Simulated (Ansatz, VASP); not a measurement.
**Cs2CoAgF6: VASP beside Ansatz**

Wanted: the spread between two codes on one cell, functional and k mesh. The cell is taken from a series of runs on this material, whose earlier steps may have relaxed, scaled, displaced or heated it; both programs get it as it stands.

Calculated with Ansatz 0.2.0; plane waves, with VASP 6.6.1 beside it; G0W0 gap at PBE, DFT+U.

In doubt: one-shot GW on d or f shells is unsure, so the values of those runs are not to be relied on.

**1. The structure**

Symmetry: Fm-3m, No. 225, cubic system. The conventional cell has a = 8.946 Å, b = 8.946 Å, c = 8.946 Å, α = 90.00°, β = 90.00°, γ = 90.00°. Nearest to Cs lie 12 F at 3.18 Å. Co has 6 F at 1.90 Å nearest. Ag has 6 F at 2.57 Å nearest. F has 1 Co at 1.90 Å and 1 Ag at 2.57 Å and 4 Cs at 3.18 Å nearest. Farther neighbours and most contacts between anions are not listed.

As a file:

```cif
data_structure
_symmetry_space_group_name_H-M 'P 1'
_symmetry_Int_Tables_number 1
_cell_length_a 6.3257
_cell_length_b 6.3257
_cell_length_c 6.3257
_cell_angle_alpha 60.000
_cell_angle_beta 60.000
_cell_angle_gamma 60.000
_cell_volume 178.99
loop_
_atom_site_label
_atom_site_type_symbol
_atom_site_fract_x
_atom_site_fract_y
_atom_site_fract_z
_atom_site_occupancy
Cs1 Cs 0.25000 0.25000 0.25000 1
Cs2 Cs 0.75000 0.75000 0.75000 1
Co3 Co 0.00000 0.00000 0.00000 1
Ag4 Ag 0.50000 0.50000 0.50000 1
F5 F 0.21275 0.21275 0.78725 1
F6 F 0.21275 0.78725 0.78725 1
F7 F 0.78725 0.78725 0.21275 1
F8 F 0.21275 0.78725 0.21275 1
F9 F 0.78725 0.21275 0.78725 1
F10 F 0.78725 0.21275 0.21275 1
```

**2. Ansatz: G0W0 gap, PBE, DFT+U**

Ansatz runs on its PAW soft_1 files.

Quasiparticle shifts depend on high empty states and on the cores, so they are the hardest test of two PAW sets.

Input file input.yaml:

```yaml
crystal:
  lattice:
    - [0.0, 4.4729692616, 4.4729692616]
    - [4.4729692616, 0.0, 4.4729692616]
    - [4.4729692616, 4.4729692616, 0.0]
  atoms:
    - { symbol: Cs, position: [0.25, 0.25, 0.25] }
    - { symbol: Cs, position: [0.75, 0.75, 0.75] }
    - { symbol: Co, position: [0.0, 0.0, 0.0] }
    - { symbol: Ag, position: [0.5, 0.5, 0.5] }
    - { symbol: F, position: [0.212751416, 0.212751416, 0.787248584] }
    - { symbol: F, position: [0.212751416, 0.787248584, 0.787248584] }
    - { symbol: F, position: [0.787248584, 0.787248584, 0.212751416] }
    - { symbol: F, position: [0.212751416, 0.787248584, 0.212751416] }
    - { symbol: F, position: [0.787248584, 0.212751416, 0.787248584] }
    - { symbol: F, position: [0.787248584, 0.212751416, 0.212751416] }
kpoints:
  mp_grid: { grid: [2, 2, 2] }
hamiltonian:
  xc: pbe
  hubbard:
    projectors: ortho-atomic
    sites: [{ species: Ag, l: d, u_eff: 2.0 }]
  pseudopotentials: { kind: paw, azcp: { folder: soft_1 } }
scf:
  occupations: { method: fixed }
gw:
  n_empty_bands: 746
  ecut_chi: 150.0
  qp_bands: [v3, c3]
  qp_kpoints: band_edges
  screening: { model: contour_deformation }
```

Launch:

```bash
$ ansatz run input.yaml --threads 2 --pin off --max-ram 92160MiB --backend cuda --events-out ev --progress --plain --runs-dir out --devices 1 --max-vram 13GiB
```

Numbers of over 12 decimals in the logs are rounded to 6 here.

What it wrote:

```text
GPUs: using 1 of 1 available (devices: 1).
Engine: ansatz 0.2.0, x86_64-unknown-linux-gnu
Pseudopotentials: kind: paw
Pseudopotential: Cs, paw, valence charge 9, recommended cutoff 420 eV (normal), soft_1/Cs.paw.azcp
Pseudopotential: Co, paw, valence charge 17, recommended cutoff 420 eV (normal), soft_1/Co.paw.azcp
Pseudopotential: Ag, paw, valence charge 19, recommended cutoff 420 eV (normal), soft_1/Ag.paw.azcp
Pseudopotential: F, paw, valence charge 7, recommended cutoff 420 eV (normal), soft_1/F.paw.azcp
Functional definition: PBE
  parameter kappa = 0.804
  parameter beta = 0.066725
  exchange = pbe_x(kappa = kappa, mu = beta*pi^2/3)
  correlation = pbe_c(beta = beta)
device memory: the entry about to start is reckoned to put 2.8 GiB on a device that reports 37.8 GiB free (of which the cap on the GPU budget leaves the run 13.0 GiB)
GPU FFT provider: cuFFT
GPU libraries: cuBLAS 13.8.2, cuFFT 12.4.0, cuSOLVER 12.3.4
Crystal: 10 atoms, lattice volume = 178.985 Å³
Basis set: ecut = 420 eV, 3479 PW (Γ)
Bands: 58, of which v1, the nominal top of the filled ones, is band 48 counted from 1 (47 counted from 0)
Symmetry: 48 space group operations
Space group: Fm-3m (ITA 225), of the structure as read, at distance tolerance 5.6e-5 Å
k-points: 3 of 8
Non-local potential: Cs, projectors of the file, l = 0: 3, l = 1: 2, l = 2: 2, l = 3: 2
Non-local potential: Co, projectors of the file, l = 0: 3, l = 1: 2, l = 2: 3, l = 3: 1
Non-local potential: Ag, projectors of the file, l = 0: 3, l = 1: 2, l = 2: 2, l = 3: 1
Non-local potential: F, projectors of the file, l = 0: 2, l = 1: 2, l = 2: 1
PAW form: soft (Blöchl's): semilocal exchange-correlation on the pseudo side does not see the compensation charge
PAW one-centre angular grid: Cs, 194 points (default); XC on 64 Gauss nodes
PAW one-centre angular grid: Co, 590 points (default); XC on 64 Gauss nodes
PAW one-centre angular grid: Ag, 590 points (default); XC on 64 Gauss nodes
PAW one-centre angular grid: F, 110 points (default); XC on 64 Gauss nodes
Initial density: superposition of atomic densities (chi_scale 0.1, normalization cell, long waves of neutral atoms under a Hubbard term (reshape's long-wave potential 0.01 eV rms, cloud 3.01 Å wide))
Initial wavefunctions: pseudopotential atomic-orbital guess
GPU buffer pool allocated for 91125 grid points (all kernels)
GPU transforms: local potential and band sums: pruned to the plane-wave sphere, on 45×45×45
Functional: x = pbe(κ = 0.804, μ = 0.219515), c = pbe(β = 0.066725)
SCF iter   1: F=—  HF=-28937.193571 eV  |F-HF|=—  |Δ(HF+E_count)|=         —  Δρ=3.34e-1  dr2=1.62e2  ethr=3.10e-3  ⟨swp⟩=5.0  Hψ=550  notcnv=0  defer=20
preconditioner: auto → Resta (q_TF=auto, 2.459 Å⁻¹)  ε∞=4.9  [insulator: Δε(μ)=0.232 eV  Ē_g=12.498 eV  n_scr=58 (ndim 8)  ℏωp=24.8 eV  f_vac=0.014  ε∞_Penn≈4.9]
SCF iter   2: F=—  HF=-28963.600477 eV  |F-HF|=—  |Δ(HF+E_count)|=    2.64e1  Δρ=5.77e-1  dr2=5.87e2  ethr=3.10e-3  ⟨swp⟩=5.0  Hψ=535  notcnv=0  defer=17  recentre
SCF iter   3: F=—  HF=-28914.517461 eV  |F-HF|=—  |Δ(HF+E_count)|=    4.91e1  Δρ=7.77e-2  dr2=9.12e0  ethr=3.10e-3  ⟨swp⟩=3.0  Hψ=509  notcnv=0  defer=22
SCF iter   4: F=—  HF=-28913.195283 eV  |F-HF|=—  |Δ(HF+E_count)|=    1.32e0  Δρ=3.42e-2  dr2=1.46e0  ethr=3.10e-3  ⟨swp⟩=2.0  Hψ=263  notcnv=0  defer=24
SCF iter   5: F=—  HF=-28912.953785 eV  |F-HF|=—  |Δ(HF+E_count)|=   2.41e-1  Δρ=1.63e-2  dr2=3.70e-1  ethr=1.52e-3  ⟨swp⟩=2.0  Hψ=301  notcnv=0  defer=24
SCF iter   6: F=—  HF=-28912.936895 eV  |F-HF|=—  |Δ(HF+E_count)|=   1.69e-2  Δρ=8.29e-3  dr2=1.18e-1  ethr=3.85e-4  ⟨swp⟩=2.0  Hψ=207  notcnv=0  defer=24
SCF iter   7: F=—  HF=-28912.926836 eV  |F-HF|=—  |Δ(HF+E_count)|=   1.01e-2  Δρ=1.81e-3  dr2=1.00e-2  ethr=1.23e-4  ⟨swp⟩=2.0  Hψ=182  notcnv=0  defer=24
SCF iter   8: F=—  HF=-28912.924998 eV  |F-HF|=—  |Δ(HF+E_count)|=   1.84e-3  Δρ=1.09e-3  dr2=2.41e-3  ethr=1.04e-5  ⟨swp⟩=2.0  Hψ=258  notcnv=0  defer=24
SCF iter   9: F=—  HF=-28912.924213 eV  |F-HF|=—  |Δ(HF+E_count)|=   7.85e-4  Δρ=2.24e-4  dr2=3.86e-5  ethr=2.51e-6  ⟨swp⟩=2.0  Hψ=254  notcnv=0  defer=24
SCF iter  10: F=—  HF=-28912.924237 eV  |F-HF|=—  |Δ(HF+E_count)|=   2.36e-5  Δρ=1.95e-4  dr2=5.92e-5  ethr=4.02e-8  ⟨swp⟩=2.0  Hψ=313  notcnv=0  defer=16
SCF iter  11: F=—  HF=-28912.924233 eV  |F-HF|=—  |Δ(HF+E_count)|=   4.42e-6  Δρ=1.01e-4  dr2=9.58e-6  ethr=4.02e-8  ⟨swp⟩=2.0  Hψ=317  notcnv=0  defer=16
SCF iter  12: F=—  HF=-28912.924231 eV  |F-HF|=—  |Δ(HF+E_count)|=   1.96e-6  Δρ=4.75e-5  dr2=3.06e-6  ethr=9.98e-9  ⟨swp⟩=2.0  Hψ=287  notcnv=0  defer=20
SCF iter  13: F=-28912.924230 eV  HF=-28912.924230 eV  |F-HF|=3.18e-8  |Δ(HF+E_count)|=   2.41e-7  Δρ=6.02e-6  dr2=6.81e-8  ethr=1.04e-10  ⟨swp⟩=10.0  Hψ=788  notcnv=0
SCF 1 converged in 13 iterations: F = -28912.924230 eV  dr2 = 6.81e-8
  greatest PAW one-centre occupation: 1.001 electrons in one spin orbital (limit 2), on the Ag atom at site 3 (counted from 0), in its partial waves of l = 0
device memory: the entry about to start is reckoned to put 3.4 GiB on a device that reports 37.7 GiB free (of which the cap on the GPU budget leaves the run 13.0 GiB)
NSCF: frozen V_eff on 3 k-points
the band table was solved once the SCF had ended and its energy, with any forces and stress, was formed, with the checks that follow a solve (470 applications of the Hamiltonian). They found nothing against the state; the energy, forces and stress were not computed again (output.eigenvalues in the input reference)
device memory: the entry about to start is reckoned to put 4.4 GiB on a device that reports 37.8 GiB free (of which the cap on the GPU budget leaves the run 13.0 GiB)
NSCF: frozen V_eff on 3 k-points
G₀W₀ screening: q 1/3
[... further progress lines ...]
device memory: the entry about to start is reckoned to put 1.2 GiB on a device that reports 37.6 GiB free (of which the cap on the GPU budget leaves the run 13.0 GiB)
NSCF: frozen V_eff on 1 k-points
device memory: the entry about to start is reckoned to put 1.2 GiB on a device that reports 37.6 GiB free (of which the cap on the GPU budget leaves the run 13.0 GiB)
NSCF: frozen V_eff on 1 k-points
SCF converged after 13 iterations
Free energy (F): -28912.924230 eV
Harris-Foulkes:  -28912.924230 eV  (|F-HF|=3.18e-8)
Internal energy: -28912.924230 eV  (E = F + TS)
E sigma→0 (E₀):  -28912.924230 eV
Fermi energy:    5.461598 eV
--- Per-component energies (eV) ---
  E_band       = -1088.485111
  E_kinetic    = 2227.459433
  E_local      = -12634.148054  (includes V_loc(G=0)·N_el)
  E_nonlocal   = 1035.617046
  E_hartree    = 5488.654926
  E_xc         = -1069.450094
  E_vxc        = -1183.407821  (∫ρ·V_xc dr)
  E_hubbard    = 0.035284  (on-site DFT+U / exact-exchange correction)
  E_vhub       = -9.893905  (the Hubbard potential's part of the band-sum identity)
  E_paw        = -16875.813762  (= ΣΔE_a)
  E_vpaw       = -1501.425322  (= ΣTr[D̂ρ^β])
  E_aug_tail   = 0.004478  (compensation charges beyond the density's cutoff)
  E_ewald      = -7085.283487
  E_smearing   = -0.000000  (= −TS)
  E_closure    = -0.000000  (closes the sum)
  Σ components = -28912.924230   (vs F -28912.924230, Δ=0.00e0)
--- Band table (eV) ---
  k-point 0: bands = [... 44 lower, 3.1566, 5.4616, 5.4616, 5.4616, 7.1518, 7.1518, 7.9010, 11.5633, ... 6 higher]
  k-point 1: bands = [... 44 lower, 3.4907, 5.3867, 5.4298, 5.4298, 6.8870, 6.8870, 8.7168, 11.8257, ... 6 higher]
  k-point 2: bands = [... 44 lower, 3.2898, 5.3823, 5.4428, 5.4428, 6.3215, 7.1560, 9.3743, 11.5652, ... 6 higher]
Occupation matrices written to <dir>
--- G₀W₀: contour deformation, 8 samples at zero and on the imaginary axis and 1 off it, 8 q-points, 746 empty bands' worth ---
  eigenvalues of the whole cell's RPA ε∞ on this k-mesh (on a slab, of 1 + 4πα/V) = 2.9721, 2.9721, 2.9721; static W/v taken at q = 0 is 0.336467
  bands read: the sum over 794 bands ends inside a degenerate multiplet in 1 slot, whose members it reads at an even weight; the widest, k=0: bands 794 to 795 (counted from 1) at 1/2 each
  gw.qp_kpoints: band_edges: 3 of 3 stored k-points solved, in 1 pass; an edge of the gap read off the rows below is read off those points alone
  `?` marks the rows in doubt; gw_qp.tsv's column doubts and the gw_qp event give each row's grounds
    ik  band        ε_KS         Σx   Σc(E_QP)       V_xc       Z   E_QP_lin       E_QP  E_QP is
     0    46      5.4616   -41.8520     8.4603   -32.7332  0.6523     4.7737     4.8031  root
     0    47      5.4616   -41.8520     8.4603   -32.7332  0.6523     4.7737     4.8031  root
     0    48      5.4616   -41.8520     8.4603   -32.7332  0.6523     4.7737     4.8031  root
     0    49      7.1518   -24.6032    -6.3894   -32.7374  0.6742     9.0199     8.8966  root ?
     0    50      7.1518   -24.6032    -6.3894   -32.7374  0.6742     9.0199     8.8966  root ?
     0    51      7.9010    -7.5989    -4.1788   -12.6192  0.8121     8.7556     8.7426  root
     1    46      5.3867   -41.9859     8.5933   -32.7683  0.6450     4.7308     4.7625  root
     1    47      5.4298   -41.9450     8.5412   -32.7606  0.6487     4.7566     4.7867  root
     1    48      5.4298   -41.9450     8.5412   -32.7606  0.6487     4.7566     4.7867  root
     1    49      6.8870   -23.5338    -6.6690   -31.9868  0.6754     8.7769     8.6710  root ?
     1    50      6.8870   -23.5338    -6.6690   -31.9868  0.6754     8.7769     8.6710  root ?
     1    51      8.7168    -9.1281    -4.2139   -14.2606  0.7876     9.6603     9.6353  root
     2    46      5.3823   -41.9518     8.5657   -32.7597  0.6457     4.7239     4.7559  root
     2    47      5.4428   -42.1386     8.5869   -32.9116  0.6483     4.7738     4.8026  root
     2    48      5.4428   -42.1386     8.5869   -32.9116  0.6483     4.7738     4.8026  root
     2    49      6.3215   -19.7751    -6.2808   -27.7189  0.7095     8.0563     7.9845  root
     2    50      7.1560   -24.6322    -6.4005   -32.7801  0.6740     9.0277     8.9034  root ?
     2    51      9.3743   -12.8909    -5.0364   -19.0857  0.7167    10.5582    10.5327  root
```

(Part 1 of 2 ends here.)

[Lines on the potential files, build, host, timing and source positions are cut from VASP's logs without a mark.]

[Logs are printed without paths, hosts, clocks, repeated set-up lines and the standing remarks that a program may print on its own settings, such as how far it seeks lower states.]

[Hosts, paths, dates, database ids (printed as entryN), source tags and the programs' standing remarks are cut or masked in the printed files.]
